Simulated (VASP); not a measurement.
Consider the following.

```
CELL_PARAMETERS angstrom
     -2.69754     2.69754     1.47181
      2.69754    -2.69754     1.47181
      2.69754     2.69754    -1.47181
ATOMIC_POSITIONS crystal
  Se 0.75000 0.25000 0.50000
  Se 0.00000 0.00000 0.00000
```

Method: r2SCAN meta-GGA, VASP's PBE PAW potentials (set 64) (plane waves; VASP). Numerical set-up: 400 eV cut-off, 9×9×9 Γ-centred mesh, Gaussian smearing of 0.050 eV, potentials Se.

Energy and stress use the plane-wave basis of the starting cell.

Q: The ions, cell shape and volume are relaxed. What does this cell relax into?

A: 
```
CELL_PARAMETERS angstrom
     -2.86366     2.86366     1.36079
      2.86366    -2.86366     1.36079
      2.86366     2.86366    -1.36079
ATOMIC_POSITIONS crystal
  Se 0.75000 0.25000 0.50000
  Se 0.00000 0.00000 0.00000
```
Space group I4_1/amd (141), at a tolerance of 0.03 Å.

Q: How do energy and volume change from the first to the last step?

A: The energy (σ→0) changes by -54.6 meV/atom and the volume by +4.2 %, in 14 ionic steps.

```csv
step,E(σ→0) (eV),max force (eV/Å),pressure (GPa),volume (Å³)
1,-27.5555,0.000,2.83,42.84
2,-27.5722,0.000,-1.42,45.22
3,-27.5744,0.000,-0.49,44.64
4,-27.5822,0.000,-0.47,44.59
5,-27.6214,0.000,0.02,44.41
6,-27.6094,0.000,2.59,43.80
7,-27.6537,0.000,0.55,44.25
8,-27.6600,0.000,1.22,44.04
9,-27.6630,0.000,0.78,44.14
10,-27.6634,0.000,0.87,44.12
11,-27.6509,0.000,-0.69,45.38
12,-27.6640,0.000,0.55,44.35
13,-27.6630,0.000,-0.74,45.08
14,-27.6648,0.000,0.01,44.64
```

The structure was generated: Se was put into the beta-Sn type (I4_1/amd), which need not be its known phase. This run relaxes it. Symmetry was kept, so distortions that lower it aren't found.
